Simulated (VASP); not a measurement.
Energy against volume of ZnSe (zinc blende). Calculation: LDA (Ceperley-Alder, Perdew-Zunger), VASP's LDA PAW potentials (set 64) (plane waves; VASP). Run with 520 eV cut-off, 8×8×8 Γ-centred mesh, Gaussian smearing of 0.050 eV, potentials Zn Se.

```
V (Å³/atom)  E (eV/atom)
-----------  -----------
21.038          -3.68144
21.688          -3.68599
22.339          -3.68184
22.990          -3.67031
```

Question: Fit these four points and predict the energy of the run at 20.387 Å³/atom.

Answer: A cubic in V^(−2/3), the third-order Birch-Murnaghan form, passes through the four points with V0 = 21.69 Å³/atom and B0 = 71 GPa, and gives -3.6666 eV/atom there. The run gave -3.6666 eV/atom, +0.0 meV/atom from the fit; all five points give B0 = 71 GPa.

The compound is ZnSe in the zinc blende structure. It was relaxed first.
